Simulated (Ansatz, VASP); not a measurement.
# Two plane-wave programs on ZrSnSe3

INCAR

```
ALGO = Normal ; EDIFF = 1E-7
ENCUT = 520 ; GGA = PE
ISIF = 2 ; ISMEAR = 0
LASPH = T ; LCHARG = F
LREAL = F ; LWAVE = F
NBANDS = 30 ; NELM = 100
PREC = Accurate ; SIGMA = 0.05
```

The input KPOINTS:

```
k-points
0
Gamma
  4 4 4
```

Contents of POSCAR:

```
ZrSnSe3
1.0
    5.4000000000      0.0000000000      0.0000000000
    0.0000000000      5.4000000000      0.0000000000
    0.0000000000      0.0000000000      5.4000000000
Sn Zr Se
1 1 3
Direct
    0.0000000000      0.0000000000      0.0000000000
    0.5000000000      0.5000000000      0.5000000000
    0.5000000000      0.5000000000      0.0000000000
    0.5000000000      0.0000000000      0.5000000000
    0.0000000000      0.5000000000      0.5000000000
```

Input for Ansatz:

```yaml
crystal:
  lattice:
    - [5.4, 0.0, 0.0]
    - [0.0, 5.4, 0.0]
    - [0.0, 0.0, 5.4]
  atoms:
    - { symbol: Sn, position: [0.0, 0.0, 0.0] }
    - { symbol: Zr, position: [0.5, 0.5, 0.5] }
    - { symbol: Se, position: [0.5, 0.5, 0.0] }
    - { symbol: Se, position: [0.5, 0.0, 0.5] }
    - { symbol: Se, position: [0.0, 0.5, 0.5] }
basis:
  ecutwfc: 420
kpoints:
  mp_grid: { grid: [4, 4, 4] }
hamiltonian:
  xc: pbe
scf:
  occupations: { method: gaussian, width: 0.05 }
output:
  forces: true
  stress: true
  eigenvalues: true
```

The cell comes from a database or a generator and needn't be the stable form of this composition.

Alike in both runs: task single point; functional PBE; k mesh 4 × 4 × 4; occupations gaussian, width 0.05 eV; no spin polarisation.

```csv
,VASP,Ansatz
version,VASP 6.6.1,Ansatz 0.2.0
potentials or method,"VASP PAW PBE potentials, release 64 (Sn_d, Zr_sv, Se)","scalar-relativistic, plane waves, PAW"
plane-wave cutoff (eV),520,420
valence electrons in the cell,44,74
```

```csv
,VASP,Ansatz,Ansatz less VASP
gap on the k mesh at the Fermi level (eV),0.04,0.04,0.000
least direct gap on the mesh (eV),0.26,0.26,+0.001
pressure (GPa),-4.9,-5.0,-0.03
```

The two sets of potentials don't hold the same shells in valence.

Caveats: spin-orbit coupling is left out, which moves the levels of the heavy elements. A k mesh can miss the band edges.
